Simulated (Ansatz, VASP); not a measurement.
## Cross-check of SnO2 between VASP and Ansatz

One calculation is typed for both programs; each brings its own data sets. How far apart do they land? The structure shown is the start of the Ansatz relaxation below; VASP solves that cell, so the two are compared at the walk's first step.

Program: Ansatz 0.2.0. Level of theory: plane waves, with VASP 6.6.1 beside it; single point at PBE. Results are calculated unless marked as measured.

**1. Starting point**

The cell holds 3 atoms: 1 Sn and 2 O. Cell: a = 2.936 Å, b = 2.936 Å, c = 28.469 Å, α = 90.0°, β = 90.0°, γ = 120.0°. Vacuum lies along c. The height across the vacuum is the one that the program set for its solve, not the one typed.

**2. Ansatz: relaxation, PBE**

Ansatz runs on its default PAW (the set named soft_2) files.

The two programs are compared at the cell with which this relaxation starts, whose forces are those of its first step.

The input, input.yaml:

```yaml
crystal:
  lattice:
    - [2.9364645, 0.0, 0.0]
    - [-1.46823225, 2.54305285, 0.0]
    - [0.0, 0.0, 18.92206428]
  atoms:
    - { symbol: Sn, position: [0.0, 0.0, 0.49999265] }
    - { symbol: O, position: [0.66666667, 0.33333333, 0.56168202] }
    - { symbol: O, position: [0.33333333, 0.66666667, 0.43831798] }
  periodic: [true, true, false]
kpoints:
  mp_grid: { grid: [10, 10, 1] }
scf:
  occupations: { method: fermi_dirac, width: 0.05 }
hamiltonian:
  xc: pbe
  pseudopotentials: { kind: paw }
output:
  forces: true
  stress: true
relax:
  f_tol: 0.02
  max_steps: 50
  cell: {}
```

Launch:

```
ansatz run input.yaml --threads 4 --pin off --max-ram 8192MiB --backend cpu --events-out ev --progress --plain --runs-dir out
```

Numbers of over 12 decimals in the logs are rounded to 6 here.

Output:

```text
Warning: crystal.periodic: the lattice vector that does not repeat stood 0.000° off the slab's normal, 18.922 Å along it as the deck builds it. The run solves the slab on a vector along the normal, 28.469 Å long, with every atom where it was (on the deck's vector they left 16.59 Å outside them, and the widest stretch free of ions among them is 1.17 Å). A fractional position that the run reports is one of the run's ce [...]
Warning: the atoms were moved onto the symmetric positions of the space group found under crystal.symmetry.tolerance 1.0e-5 (fractional; no operation is sought that the atoms, as they stand in a round, miss by more than twice it, and no atom is moved by as much as it), and the run uses the moved positions. Before a round's move an operation carried an atom to 1.85e-4 Å from where it should land, the largest such dist [...]
[...]
SCF iter   4: F=—  HF=-7158.513929 eV  |F-HF|=—  |Δ(HF+E_count)|=   1.57e-4  Δρ=2.71e-5  dr2=4.65e-7  ethr=1.85e-7  ⟨swp⟩=3.2  Hψ=496  notcnv=0
SCF iter   5: F=—  HF=-7158.513934 eV  |F-HF|=—  |Δ(HF+E_count)|=   5.77e-6  Δρ=6.90e-6  dr2=3.85e-8  ethr=1.79e-9  ⟨swp⟩=3.9  Hψ=611  notcnv=0
SCF iter   6: F=—  HF=-7158.513935 eV  |F-HF|=—  |Δ(HF+E_count)|=   2.23e-7  Δρ=1.41e-6  dr2=2.18e-9  ethr=1.48e-10  ⟨swp⟩=3.1  Hψ=499  notcnv=0
SCF iter   7: F=—  HF=-7158.513935 eV  |F-HF|=—  |Δ(HF+E_count)|=  6.03e-10  Δρ=1.55e-7  dr2=2.17e-11  ethr=8.40e-12  ⟨swp⟩=3.3  Hψ=571  notcnv=0
SCF iter   8: F=-7158.513935 eV  HF=-7158.513935 eV  |F-HF|=1.46e-11  |Δ(HF+E_count)|=   2.92e-9  Δρ=2.56e-8  dr2=1.98e-12  ethr=1.00e-12  ⟨swp⟩=11.1  Hψ=1648  notcnv=0
SCF 6 converged in 8 iterations: F = -7158.513935 eV  dr2 = 1.98e-12
relax step   6: F+E_penalty+E_count = -7158.51393464 eV  Δ(F+E_penalty+E_count) = -8.814e-2 eV  max|allowed force component| = 1.554e-2 eV/Å  Δτ_max = 0.0000 Å  P = +1.555 N/m  Ω = 252.267 Å³  fix = [c, alpha, beta]  reactions: c +0.000 N/m  stress off target by 1.55e0 N/m on what of the cell is left free  SCF on the basis re-selected at this cell (its energy is not comparable with the rows above)  (8 SCF iters)
[...]
relax step   7: F+E_penalty+E_count = -7158.51802222 eV  Δ(F+E_penalty+E_count) = -4.088e-3 eV  max|allowed force component| = 3.795e-4 eV/Å  Δτ_max = 0.0094 Å  P = +0.264 N/m  Ω = 255.960 Å³  energy of the carried Pulay correction = -3.071e-3 eV  fix = [c, alpha, beta]  reactions: c +0.000 N/m  (5 SCF iters, dr2 threshold 3.00e-7 eV, accepted)
[...]
relax step   8: F+E_penalty+E_count = -7158.51756007 eV  Δ(F+E_penalty+E_count) = +4.621e-4 eV  max|allowed force component| = 2.233e-4 eV/Å  Δτ_max = 0.0022 Å  P = +0.007 N/m  Ω = 256.747 Å³  energy of the carried Pulay correction = -3.767e-3 eV  fix = [c, alpha, beta]  reactions: c +0.000 N/m  (5 SCF iters, dr2 threshold 1.15e-7 eV, accepted)
[...]
relax step   9: F+E_penalty+E_count = -7158.52146783 eV  Δ(F+E_penalty+E_count) = -3.908e-3 eV  max|allowed force component| = 2.344e-4 eV/Å  Δτ_max = 0.0000 Å  P = +0.026 N/m  Ω = 256.747 Å³  fix = [c, alpha, beta]  reactions: c +0.000 N/m  stress off target by 2.63e-2 N/m on what of the cell is left free  SCF on the basis re-selected at this cell (its energy is not comparable with the rows above)  (6 SCF iters)
basis re-selected at this cell: Δ(F+E_penalty+E_count) = -3.908e-3 eV, ΔP = +0.019 N/m vs the last step (what re-selecting the basis moved, of the pressure what is left beyond the Pulay correction that the steps carried, after the strain that the cell walked since its last selection, with what the two solves' SCF thresholds leave and, on support functions, any second-order correction that the steps lacked; it is no m [...]
SCF converged after 6 iterations
Free energy (F): -7158.521468 eV
Harris-Foulkes:  -7158.521468 eV  (|F-HF|=6.11e-10)
Internal energy: -7158.521468 eV  (E = F + TS)
E sigma→0 (E₀):  -7158.521468 eV
Fermi energy:    -6.931129 eV
--- Per-component energies (eV) ---
  E_band       = -503.934289
  E_kinetic    = 537.634615
  E_local      = -43116.768865  (includes V_loc(G=0)·N_el)
  E_nonlocal   = 66.362449
  E_hartree    = 21366.034981
  E_xc         = -526.977890
  E_vxc        = -281.120567  (∫ρ·V_xc dr)
  E_paw        = -4462.364021  (= ΣΔE_a)
  E_vpaw       = -442.116882  (= ΣTr[D̂ρ^β])
  E_aug_tail   = 0.004818  (compensation charges beyond the density's cutoff)
  E_ewald      = 18977.552445
  E_smearing   = -0.000000  (= −TS)
  E_closure    = 0.000000  (closes the sum)
  Σ components = -7158.521468   (vs F -7158.521468, Δ=0.00e0)
--- Forces (eV/Å), atoms counted from 1 ---
  atom   1  Sn     0.00000000     0.00000000     0.00000000
  atom   2  O      0.00000000    -0.00000000    -0.00023437
  atom   3  O      0.00000000     0.00000000     0.00023437
  max |Σ_I F_I| component: 1.85e-17 eV/Å
--- 2D stress c σ (N/m, compression-positive) ---
        0.026273       0.000000      -0.000000
       -0.000000       0.026273      -0.000000
       -0.000000      -0.000000       0.000000
  P = ½ c Tr σ = 0.0263 N/m
--- Relaxed structure (7 steps of the walk, 7 accepted, 2 SCFs on fresh bases) ---
  F+E_penalty+E_count = -7158.52146783 eV   max|allowed force component| = 2.344e-4 eV/Å   (the final SCF, on the basis selected at the relaxed cell)
  cell:  # Å, volume = 256.7472 Å³
    - [3.227041, 0, 0]
    - [-1.613520, 2.794699, 0]
    - [0, 0, 28.468605]
  atoms:
    - { symbol: Sn, position: [0, 0, 0.332331] }
    - { symbol: O, position: [0.666667, 0.333333, 0.367876] }
    - { symbol: O, position: [0.333333, 0.666667, 0.296785] }
```

The column dr2 measures how far the density is from self-consistency, as an energy; F and HF (Harris–Foulkes) agree once it is small.

**3. VASP: single point, PBE, start cell**

The same cell, functional, mesh and smearing now go to VASP, with its own data sets.

Lines of VASP's logs that name or quote its potential files are left out, and so is its time.

The input, INCAR:

```
SYSTEM = SnO2
PREC = Accurate
ENCUT = 520
EDIFF = 1E-06
NELM = 120
ISMEAR = -1
SIGMA = 0.05
LREAL = .FALSE.
ALGO = Normal
GGA = PE
NBANDS = 19
LORBIT = 11
LWAVE = .FALSE.
LCHARG = .FALSE.
ISIF = 2
LDIPOL = .TRUE.
IDIPOL = 3
DIPOL = 0.5 0.5 0.332
LVHAR = .TRUE.
LASPH = .TRUE.
GGA_COMPAT = .FALSE.
EFERMI = MIDGAP
NELMDL = -8
```

The input, POSCAR:

```
SnO2
1.0
    2.9364640000      0.0000000000      0.0000000000
   -1.4682320000      2.5430530000      0.0000000000
    0.0000000000      0.0000000000     28.4686050000
Sn O
1 2
Direct
    0.0000000000      0.0000000000      0.3323305093
    0.6666666011      0.3333332023      0.3733283384
    0.3333333989      0.6666667977      0.2913326803
```

The input, KPOINTS:

```
Automatic mesh
0
Gamma
10 10 1
0 0 0
```

The projector-augmented-wave data sets are Sn_d and O (PBE family, release 64).

Launch:

```
mpirun -np 1 vasp_std
```

Output:

```text
[banner, memory and clock lines left out]
running    1 mpi-ranks, on    1 nodes
 distrk:  each k-point on    1 cores,    1 groups
 distr:  one band on    1 cores,    1 groups

 POSCAR found type information on POSCAR SnO
 POSCAR found :  2 types and       3 ions
 LDA part: xc-table for (Slater+PW92), standard interpolation
 POSCAR, INCAR and KPOINTS ok, starting setup
 FFT: planning ... GRIDC
 FFT: planning ... GRID_SOFT
 FFT: planning ... GRID
 WAVECAR not read
 entering main loop
       N       E                     dE             d eps       ncg     rms          rms(c)
DAV:   1     0.251831772758E+03    0.25183E+03   -0.12185E+04   604   0.118E+03
DAV:   2     0.149334412825E+02   -0.23690E+03   -0.22639E+03   720   0.289E+02
DAV:   3    -0.192388833312E+02   -0.34172E+02   -0.34086E+02   701   0.136E+02
DAV:   4    -0.199759962557E+02   -0.73711E+00   -0.73667E+00   759   0.235E+01
DAV:   5    -0.199874509974E+02   -0.11455E-01   -0.11453E-01   745   0.285E+00
DAV:   6    -0.199879827101E+02   -0.53171E-03   -0.53171E-03   736   0.539E-01
DAV:   7    -0.199880110978E+02   -0.28388E-04   -0.28388E-04   793   0.102E-01
DAV:   8    -0.199880112543E+02   -0.15645E-06   -0.15651E-06   649   0.791E-03    0.109E+01
DAV:   9    -0.172467771467E+02    0.27412E+01   -0.12818E+01   832   0.584E+01    0.480E+00
DAV:  10    -0.172610299882E+02   -0.14253E-01   -0.72475E-01   570   0.719E+00    0.229E+00
DAV:  11    -0.172435729687E+02    0.17457E-01   -0.58258E-02   752   0.271E+00    0.769E-01
DAV:  12    -0.172404788084E+02    0.30942E-02   -0.99832E-03   818   0.179E+00    0.878E-02
DAV:  13    -0.172407101961E+02   -0.23139E-03   -0.15583E-03   659   0.325E-01    0.342E-02
DAV:  14    -0.172407239146E+02   -0.13718E-04   -0.96358E-05   833   0.123E-01    0.142E-02
DAV:  15    -0.172407532765E+02   -0.29362E-04   -0.11907E-05   688   0.477E-02    0.634E-03
DAV:  16    -0.172407984888E+02   -0.45212E-04   -0.24594E-06   569   0.175E-02    0.446E-03
DAV:  17    -0.172409232513E+02   -0.12476E-03   -0.26488E-05   621   0.288E-02    0.458E-03
DAV:  18    -0.172409382554E+02   -0.15004E-04   -0.13222E-06   629   0.105E-02    0.253E-03
DAV:  19    -0.172409623054E+02   -0.24050E-04   -0.71574E-07   569   0.598E-03    0.102E-03
DAV:  20    -0.172409724068E+02   -0.10101E-04   -0.22950E-07   589   0.658E-03    0.143E-03
DAV:  21    -0.172409791655E+02   -0.67587E-05   -0.25375E-07   591   0.335E-03    0.328E-04
DAV:  22    -0.172409826836E+02   -0.35182E-05   -0.12557E-07   585   0.179E-03    0.495E-04
DAV:  23    -0.172409837245E+02   -0.10408E-05   -0.13703E-08   579   0.101E-03    0.618E-05
DAV:  24    -0.172409842942E+02   -0.56969E-06   -0.44967E-09   521   0.514E-04
   1 F= -.17240984E+02 E0= -.17240984E+02  d E =-.237253E-17
```

Parts of OUTCAR (step 3):

```text
ion  position               nearest neighbor table
   1  0.000  0.000  0.332-   3 2.06   3 2.06   2 2.06   2 2.06   3 2.06   2 2.06
   2  0.667  0.333  0.373-   1 2.06   1 2.06   1 2.06
   3  0.333  0.667  0.291-   1 2.06   1 2.06   1 2.06

  LATTYP: Found a hexagonal cell.
 ALAT       =     2.9364640000
 C/A-ratio  =     9.6948591912

 Subroutine GETGRP returns: Found 12 space group operations
 (whereof  6 operations were pure point group operations)

The static configuration has the point symmetry C_3v.
 The point group associated with its full space group is D_3d.

 Found     14 irreducible k-points:

   k-points           NKPTS =     14   k-points in BZ     NKDIM =     14   number of bands    NBANDS=     19

   dimension x,y,z NGX =    24 NGY =   24 NGZ =  216
   dimension x,y,z NGXF=    48 NGYF=   48 NGZF=  432

   ENCUT  =  520.0 eV  38.22 Ry    6.18 a.u.   5.46  5.46 52.93*2*pi/ulx,y,z

   NELECT =      26.0000    total number of electrons

 k-points in reciprocal lattice and weights: Automatic mesh
   0.00000000  0.00000000  0.00000000       0.010
   0.10000000 -0.00000000  0.00000000       0.060
   0.20000000 -0.00000000  0.00000000       0.060
   0.30000000  0.00000000  0.00000000       0.060
   0.40000000 -0.00000000  0.00000000       0.060
   0.50000000  0.00000000  0.00000000       0.030
   0.10000000  0.10000000  0.00000000       0.060
   0.20000000  0.10000000  0.00000000       0.120
   0.30000000  0.10000000  0.00000000       0.120
[...]
0.40000000  0.20000000  0.00000000       0.060
   0.30000000  0.30000000  0.00000000       0.060

 dipolmoment           0.000000      0.000000      0.000002 electrons x Angstroem

 average (electrostatic) potential at core
       1-111.5055       2 -80.0296       3 -80.0296

 E-fermi :  -4.8678

 k-point     1 :       0.0000    0.0000    0.0000
  band No.  band energies     occupation
    ...
      9      -7.6430      2.00000
     10      -7.3971      2.00000
     11      -7.3971      2.00000
     12      -6.7350      2.00000
     13      -6.7350      2.00000
     14      -3.0006      0.00000
     15       0.0951      0.00000
     16       2.1548      0.00000
     17       2.1936      0.00000
     18       2.4920      0.00000
    ...

 k-point     2 :       0.1000   -0.0000    0.0000
  band No.  band energies     occupation
    ...
      9      -7.9421      2.00000
     10      -7.5701      2.00000
     11      -7.5501      2.00000
     12      -7.1335      2.00000
     13      -6.7550      2.00000
     14      -2.5051      0.00000
     15       0.6746      0.00000
     16       2.3805      0.00000
     17       2.4015      0.00000
     18       2.7129      0.00000
    ...

 k-point     3 :       0.2000   -0.0000    0.0000
  band No.  band energies     occupation
    ...
      9      -9.0540      2.00000
     10      -7.9823      2.00000
     11      -7.9527      2.00000
     12      -7.3217      2.00000
     13      -6.7920      2.00000
     14      -1.5307      0.00000
     15       1.8577      0.00000
     16       2.9740      0.00000
     17       3.0642      0.00000
     18       3.3719      0.00000
    ...

  Total        9.8510168      9.8510213     -0.4990937     -0.0000000      0.0000000      0.0000000
  in kB       74.2412652     74.2412990     -3.7613730     -0.0000000      0.0000000      0.0000000
  external PRESSURE =      48.2403970 kB  Pullay stress =       0.0000000 kB

  energy-cutoff  :      520.00
  volume of cell :      212.59
      direct lattice vectors                 reciprocal lattice vectors
     2.936464000  0.000000000  0.000000000     0.340545636  0.196614070  0.000000000
    -1.468232000  2.543053000  0.000000000     0.000000000  0.393228140  0.000000000
     0.000000000  0.000000000 28.468605000     0.000000000  0.000000000  0.035126414

 POSITION                                       TOTAL-FORCE (eV/Angst)
 -----------------------------------------------------------------------------------
      0.00000      0.00000      9.46099         0.000000     -0.000000     -0.000000
      1.46823      0.84768     10.62814        -0.000000     -0.000000     -0.188153
      0.00000      1.69537      8.29383         0.000000      0.000000      0.188153
 -----------------------------------------------------------------------------------
    total drift:                               -0.000000      0.000000      0.000165

  FREE ENERGIE OF THE ION-ELECTRON SYSTEM (eV)
  ---------------------------------------------------
  free  energy   TOTEN  =       -17.2409842942 eV

  energy  without entropy=      -17.2409842942  energy(sigma->0) =      -17.24098429

 vacuum level on the upper side and lower side of the slab         2.377         2.377

 total charge
# of ion       s       p       d       tot
------------------------------------------
    1        0.949   1.234  10.447  12.629
    2        1.589   3.445   0.000   5.034
    3        1.589   3.445   0.000   5.034
--------------------------------------------------
tot          4.126   8.124  10.447  22.697

[... 3 further parts left out ...]
```

**4. Differences**

Known differences besides the potentials themselves: Ansatz cuts the interaction across the vacuum, VASP repeats the sheet with a dipole correction; Ansatz takes its cutoff from its data sets, VASP runs at 520 eV. Total energies have different zeros and are not compared.

Forces (eV/Å; atoms numbered as in POSCAR):

```csv
atom,"Ansatz x, y, z","VASP x, y, z"
Sn1,"0.000, 0.000, 0.000","0.000, 0.000, 0.000"
O2,"0.000, 0.000, -0.283","0.000, 0.000, -0.188"
O3,"0.000, 0.000, 0.283","0.000, 0.000, 0.188"
```

The forces differ by 44 meV/Å r.m.s., which is 50.2 % of the r.m.s. force of 0.089 eV/Å (both taken over all components). With vacuum in the cell, a pressure given here is an average over mostly empty space and none of the material.

**5. Summary of results**

- r.m.s. force difference (single point, PBE, start cell): 44 meV/Å

**Reading.** The r.m.s. force difference is 44 meV/Å (single point, PBE, start cell), beyond the 12 meV/Å picked in this series as the mark of a large difference. What causes the difference of the single point, PBE, start cell pair stays open here. 1 further run of this series is not shown here. Such differences can come from data sets, numerical settings and the points named under the comparisons, not from the functional's error against experiment.

[Lines on the potential files, build, host, timing and source positions are cut from VASP's logs without a mark.]

[Logs are printed without paths, hosts, clocks, repeated set-up lines and the standing remarks that a program may print on its own settings, such as how far it seeks lower states.]

[Hosts, paths, dates, database ids (printed as entryN), source tags and the programs' standing remarks are cut or masked in the printed files.]
